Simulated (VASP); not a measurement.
These are PBE GGA, VASP's PBE PAW potentials (set 64) (plane waves; VASP) values and carry that method's errors.

The input files of a VASP run:

### INCAR
```
SYSTEM = WS2
PREC = Accurate; ENCUT = 520; LREAL = .FALSE.
LASPH = .TRUE.
EDIFF = 1E-7; NELM = 100; ALGO = Normal
LMAXMIX = 6
ISMEAR = 0; SIGMA = 0.05
GGA = PE
IBRION = 2; NSW = 30; ISIF = 4
EDIFFG = -0.01
LWAVE = .FALSE.; LCHARG = .FALSE.
```

KPOINTS:
```
Automatic mesh
0
Gamma
8 8 2
0 0 0
```

POSCAR:
```
WS2
1
    1.5607690640    -2.7033312956     0.0000000000
    1.5607690640     2.7033312956     0.0000000000
    0.0000000000     0.0000000000    13.5223856993
W S
2 4
Direct
  0.3333330000   0.6666670000   0.2500000000
  0.6666670000   0.3333330000   0.7500000000
  0.3333330000   0.6666670000   0.8638515692
  0.6666670000   0.3333330000   0.3638515692
  0.6666670000   0.3333330000   0.1361484308
  0.3333330000   0.6666670000   0.6361484308
```

POTCAR, in this order: W_sv S (PBE.64 set). Program: vasp_std.

What VASP printed:

**OSZICAR**
```
...
DAV:   6    -0.474485814237E+02    0.22408E+01   -0.11863E+01  1414   0.206E+01    0.185E+01
DAV:   7    -0.472163787185E+02    0.23220E+00   -0.28877E+00  1496   0.797E+00    0.644E+00
DAV:   8    -0.471362552568E+02    0.80123E-01   -0.46261E-01  1628   0.408E+00    0.196E+00
DAV:   9    -0.471369354608E+02   -0.68020E-03   -0.41237E-02  1715   0.108E+00    0.105E+00
DAV:  10    -0.471354842810E+02    0.14512E-02   -0.24637E-02  1621   0.966E-01    0.259E-01
DAV:  11    -0.471352771250E+02    0.20716E-03   -0.32619E-03  1539   0.352E-01    0.117E-01
DAV:  12    -0.471352913822E+02   -0.14257E-04   -0.13199E-04  1514   0.746E-02    0.523E-02
DAV:  13    -0.471353268798E+02   -0.35498E-04   -0.58067E-05  1516   0.431E-02    0.351E-02
DAV:  14    -0.471353306516E+02   -0.37718E-05   -0.13948E-05  1794   0.165E-02    0.168E-02
DAV:  15    -0.471353307719E+02   -0.12033E-06   -0.25787E-06  1650   0.989E-03    0.624E-03
DAV:  16    -0.471353311511E+02   -0.37917E-06   -0.58007E-07  1354   0.356E-03    0.135E-03
DAV:  17    -0.471353311575E+02   -0.64238E-08   -0.13890E-07  1130   0.187E-03
   1 F= -.47135331E+02 E0= -.47135331E+02  d E =-.471353E+02
       N       E                     dE             d eps       ncg     rms          rms(c)
DAV:   1    -0.471970905699E+02   -0.61759E-01   -0.14048E+01  1268   0.156E+01    0.354E+00
DAV:   2    -0.472550500878E+02   -0.57960E-01   -0.75803E-01  1484   0.387E+00    0.180E+00
DAV:   3    -0.472505695730E+02    0.44805E-02   -0.34713E-02  1509   0.109E+00    0.116E+00
DAV:   4    -0.472497130010E+02    0.85657E-03   -0.17883E-02  1551   0.723E-01    0.360E-01
DAV:   5    -0.472492674637E+02    0.44554E-03   -0.22589E-03  1578   0.273E-01    0.131E-01
DAV:   6    -0.472492068341E+02    0.60630E-04   -0.46213E-04  1570   0.105E-01    0.103E-01
DAV:   7    -0.472492089823E+02   -0.21482E-05   -0.31404E-05  1631   0.295E-02    0.496E-02
DAV:   8    -0.472492070290E+02    0.19533E-05   -0.65375E-06  1472   0.116E-02    0.347E-02
DAV:   9    -0.472492064806E+02    0.54839E-06   -0.50852E-06  1626   0.109E-02    0.169E-02
DAV:  10    -0.472492065171E+02   -0.36453E-07   -0.51940E-07  1296   0.398E-03
   2 F= -.47249207E+02 E0= -.47249207E+02  d E =-.113875E+00
       N       E                     dE             d eps       ncg     rms          rms(c)
DAV:   1    -0.472502491903E+02   -0.10427E-02   -0.16533E-01  1275   0.166E+00    0.441E-01
DAV:   2    -0.472509028943E+02   -0.65370E-03   -0.84461E-03  1512   0.413E-01    0.178E-01
DAV:   3    -0.472508595077E+02    0.43387E-04   -0.22283E-04  1480   0.899E-02    0.125E-01
DAV:   4    -0.472508607169E+02   -0.12092E-05   -0.16462E-04  1615   0.679E-02    0.371E-02
DAV:   5    -0.472508516335E+02    0.90834E-05   -0.45569E-05  1525   0.375E-02    0.112E-02
DAV:   6    -0.472508508546E+02    0.77884E-06   -0.45545E-06  1332   0.101E-02    0.111E-02
DAV:   7    -0.472508509904E+02   -0.13581E-06   -0.50632E-07  1377   0.325E-03    0.427E-03
DAV:   8    -0.472508510713E+02   -0.80837E-07   -0.58184E-08   970   0.144E-03
   3 F= -.47250851E+02 E0= -.47250851E+02  d E =-.115520E+00
       N       E                     dE             d eps       ncg     rms          rms(c)
DAV:   1    -0.475443719623E+02   -0.29352E+00   -0.11940E+01  1248   0.221E+01    0.364E+00
DAV:   2    -0.473593606017E+02    0.18501E+00   -0.11061E+00  1456   0.615E+00    0.195E+00
DAV:   3    -0.473287094594E+02    0.30651E-01   -0.61960E-02  1428   0.155E+00    0.886E-01
DAV:   4    -0.473128407084E+02    0.15869E-01   -0.46762E-02  1447   0.110E+00    0.414E-01
DAV:   5    -0.473121824866E+02    0.65822E-03   -0.45823E-03  1597   0.412E-01    0.205E-01
DAV:   6    -0.473119957668E+02    0.18672E-03   -0.71542E-04  1610   0.155E-01    0.520E-02
DAV:   7    -0.473120063572E+02   -0.10590E-04   -0.21512E-04  1535   0.702E-02    0.433E-02
DAV:   8    -0.473120214357E+02   -0.15078E-04   -0.32908E-05  1473   0.358E-02    0.989E-03
DAV:   9    -0.473120223034E+02   -0.86777E-06   -0.66307E-06  1597   0.134E-02    0.868E-03
DAV:  10    -0.473120229514E+02   -0.64800E-06   -0.71483E-07  1297   0.461E-03    0.254E-03
DAV:  11    -0.473120231880E+02   -0.23654E-06   -0.23569E-07  1225   0.269E-03    0.886E-04
DAV:  12    -0.473120231898E+02   -0.17753E-08   -0.15570E-08   963   0.762E-04
   4 F= -.47312023E+02 E0= -.47312023E+02  d E =-.611721E-01
       N       E                     dE             d eps       ncg     rms          rms(c)
DAV:   1    -0.475049616400E+02   -0.19294E+00   -0.91041E+00  1248   0.194E+01    0.320E+00
DAV:   2    -0.473654224928E+02    0.13954E+00   -0.82728E-01  1427   0.532E+00    0.169E+00
DAV:   3    -0.473423777370E+02    0.23045E-01   -0.46771E-02  1477   0.133E+00    0.773E-01
DAV:   4    -0.473303862917E+02    0.11991E-01   -0.37097E-02  1462   0.981E-01    0.358E-01
DAV:   5    -0.473298718866E+02    0.51441E-03   -0.35537E-03  1566   0.363E-01    0.176E-01
DAV:   6    -0.473297555739E+02    0.11631E-03   -0.48279E-04  1633   0.127E-01    0.469E-02
DAV:   7    -0.473297631779E+02   -0.76040E-05   -0.14332E-04  1543   0.564E-02    0.373E-02
DAV:   8    -0.473297734060E+02   -0.10228E-04   -0.20704E-05  1496   0.274E-02    0.878E-03
DAV:   9    -0.473297741726E+02   -0.76669E-06   -0.50343E-06  1510   0.109E-02    0.764E-03
DAV:  10    -0.473297745550E+02   -0.38237E-06   -0.53063E-07  1290   0.407E-03    0.248E-03
DAV:  11    -0.473297747357E+02   -0.18071E-06   -0.18615E-07  1161   0.250E-03    0.904E-04
DAV:  12    -0.473297747465E+02   -0.10787E-07   -0.14741E-08   879   0.769E-04
   5 F= -.47329775E+02 E0= -.47329775E+02  d E =-.789237E-01
       N       E                     dE             d eps       ncg     rms          rms(c)
DAV:   1    -0.473301228589E+02   -0.34812E-03   -0.17059E-02  1262   0.840E-01    0.150E-01
DAV:   2    -0.473298611726E+02    0.26169E-03   -0.15745E-03  1457   0.233E-01    0.758E-02
DAV:   3    -0.473298177703E+02    0.43402E-04   -0.86789E-05  1476   0.578E-02    0.345E-02
DAV:   4    -0.473297927234E+02    0.25047E-04   -0.92601E-05  1452   0.485E-02    0.187E-02
DAV:   5    -0.473297920234E+02    0.69994E-06   -0.57914E-06  1542   0.149E-02    0.101E-02
DAV:   6    -0.473297918145E+02    0.20890E-06   -0.16048E-06  1550   0.669E-03    0.461E-03
DAV:   7    -0.473297917859E+02    0.28651E-07   -0.22572E-07   965   0.305E-03
   6 F= -.47329792E+02 E0= -.47329792E+02  d E =-.789407E-01
       N       E                     dE             d eps       ncg     rms          rms(c)
DAV:   1    -0.473296263527E+02    0.16546E-03   -0.95645E-02  1247   0.120E+00    0.307E-01
DAV:   2    -0.473299958778E+02   -0.36953E-03   -0.46507E-03  1468   0.309E-01    0.128E-01
DAV:   3    -0.473299839131E+02    0.11965E-04   -0.81068E-05  1507   0.513E-02    0.865E-02
DAV:   4    -0.473299801336E+02    0.37795E-05   -0.62299E-05  1463   0.383E-02    0.263E-02
DAV:   5    -0.473299780169E+02    0.21166E-05   -0.14315E-05  1401   0.202E-02    0.142E-02
DAV:   6    -0.473299779185E+02    0.98415E-07   -0.14939E-06  1525   0.506E-03    0.633E-03
DAV:   7    -0.473299778141E+02    0.10440E-06   -0.23760E-07  1042   0.272E-03    0.320E-03
DAV:   8    -0.473299777967E+02    0.17435E-07   -0.39859E-08   830   0.119E-03
   7 F= -.47329978E+02 E0= -.47329978E+02  d E =-.186011E-03
       N       E                     dE             d eps       ncg     rms          rms(c)
DAV:   1    -0.473300374325E+02   -0.59618E-04   -0.14354E-02  1261   0.464E-01    0.121E-01
DAV:   2    -0.473300958260E+02   -0.58393E-04   -0.69624E-04  1468   0.120E-01    0.495E-02
DAV:   3    -0.473300952180E+02    0.60806E-06   -0.11864E-05  1506   0.195E-02    0.337E-02
DAV:   4    -0.473300967132E+02   -0.14952E-05   -0.94317E-06  1454   0.146E-02    0.101E-02
DAV:   5    -0.473300959012E+02    0.81196E-06   -0.21402E-06  1277   0.768E-03    0.544E-03
DAV:   6    -0.473300958826E+02    0.18645E-07   -0.19573E-07   934   0.198E-03
   8 F= -.47330096E+02 E0= -.47330096E+02  d E =-.304097E-03
```

### OUTCAR
```
------------------------ aborting loop because EDIFF is reached ----------------------------------------
  FORCE on cell =-STRESS in cart. coord.  units (eV):
  Direction    XX          YY          ZZ          XY          YZ          ZX
  --------------------------------------------------------------------------------------
  Total        0.6940600      0.6940600      0.7151853     -0.0000000      0.0000000     -0.0000000
  in kB        9.7451011      9.7451009     10.0417160     -0.0000000      0.0000000     -0.0000000
  external PRESSURE =       9.8439727 kB  Pullay stress =       0.0000000 kB
  volume of cell :      114.11
      direct lattice vectors                 reciprocal lattice vectors
     1.589431841 -2.752976673  0.000000000     0.314577818 -0.181621590  0.000000000
     1.589431841  2.752976673 -0.000000000     0.314577818  0.181621590 -0.000000000
    -0.000000000  0.000000000 13.039075479    -0.000000000  0.000000000  0.076692554
 POSITION                                       TOTAL-FORCE (eV/Angst)
 -----------------------------------------------------------------------------------
      1.58943      0.91766      3.25977         0.000000     -0.000000     -0.000000
      1.58943     -0.91766      9.77931        -0.000000     -0.000000     -0.000000
      1.58943      0.91766     11.35149         0.000000      0.000000      0.001048
      1.58943     -0.91766      4.83196        -0.000000     -0.000000      0.001048
      1.58943     -0.91766      1.68758        -0.000000      0.000000     -0.001048
      1.58943      0.91766      8.20712        -0.000000      0.000000     -0.001048
 -----------------------------------------------------------------------------------
    total drift:                                0.000163      0.001177     -0.000035
  FREE ENERGIE OF THE ION-ELECTRON SYSTEM (eV)
  ---------------------------------------------------
  free  energy   TOTEN  =       -47.3300958826 eV

  energy  without entropy=      -47.3300958826  energy(sigma->0) =      -47.33009588

 reached required accuracy - stopping structural energy minimisation
```
(Selected blocks of OUTCAR.)

**CONTCAR**
```
WS2
   1.00000000000000
     1.5894318405391321   -2.7529766729386984    0.0000000000000000
     1.5894318405391321    2.7529766729386984   -0.0000000000000000
    -0.0000000000000000    0.0000000000000000   13.0390754787503624
  W               S
     2     4
Direct
     0.3333330000000032    0.6666669999999968    0.2500000000000000
     0.6666669999999968    0.3333330000000032    0.7500000000000000
     0.3333330000000032    0.6666669999999968    0.8705750022019458
     0.6666669999999968    0.3333330000000032    0.3705750022019458
     0.6666669999999968    0.3333330000000032    0.1294249977980541
     0.3333330000000032    0.6666669999999968    0.6294249977980542
```

Without a dispersion term in the relaxation, distances and binding between the weakly bound layers, chains or molecules are unreliable, and so is what depends on them.

The compound is WS2 in the 2H layered structure. This cell is one point of a volume scan, at 0.94 of the reference volume. Symmetry was kept, so distortions that lower it aren't found.
